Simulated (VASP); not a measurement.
A VASP calculation is set up with these files.

**KPOINTS**
```
K-points
0
Gamma
 14 14 14
0 0 0
```

POSCAR:
```
CoSi
1
    0.0000000000     2.5120686312     2.5120686312
    2.5120686312     0.0000000000     2.5120686312
    2.5120686312     2.5120686312    -0.0000000000
Co Si
1 1
Direct
  0.0000000000   0.0000000000   0.0000000000
  0.2500000000   0.2500000000   0.2500000000
```

INCAR:
```
SYSTEM = CoSi
PREC = Accurate
ENCUT = 400
EDIFF = 1E-7
NELM = 100
ALGO = Normal
LREAL = .FALSE.
LASPH = .TRUE.
ISMEAR = -5
GGA = PS
LMAXMIX = 4
LWAVE = .FALSE.
LCHARG = .TRUE.
LORBIT = 11
NEDOS = 601
ISIF = 2
```

POTCAR, in this order: Co Si (PBE.64 set). Program: vasp_std.

### Question
Write an equivalent input for Quantum ESPRESSO's pw.x.

### Answer
One equivalent input (not run):
```
&CONTROL
  calculation = 'scf'
  pseudo_dir = './pseudo'
  outdir = './out'
  tprnfor = .true.
  tstress = .true.
/
&SYSTEM
  ibrav = 0
  nat = 2
  ntyp = 2
  ecutwfc = 96
  occupations = 'tetrahedra'
  input_dft = 'pbesol'
/
&ELECTRONS
  conv_thr = 7.3e-09
  electron_maxstep = 100
/
ATOMIC_SPECIES
  Co 58.933 Co.upf
  Si 28.085 Si.upf
CELL_PARAMETERS angstrom
     0.0000000    2.5120686    2.5120686
     2.5120686    0.0000000    2.5120686
     2.5120686    2.5120686   -0.0000000
ATOMIC_POSITIONS crystal
  Co   0.0000000  0.0000000  0.0000000
  Si   0.2500000  0.2500000  0.2500000
K_POINTS automatic
  14 14 14 0 0 0
```
What does not carry over: the potentials are each code's own (VASP's PAW set, PseudoDojo norm-conserving files in pw.x), so ENCUT and ecutwfc are chosen apart and not converted; conv_thr bounds pw.x's estimated SCF error, while EDIFF bounds the energy change between steps.

The structure was generated: CoSi was put into the zinc blende type (F-43m), which need not be its known phase. It was relaxed first, which changed the volume by -23 %.
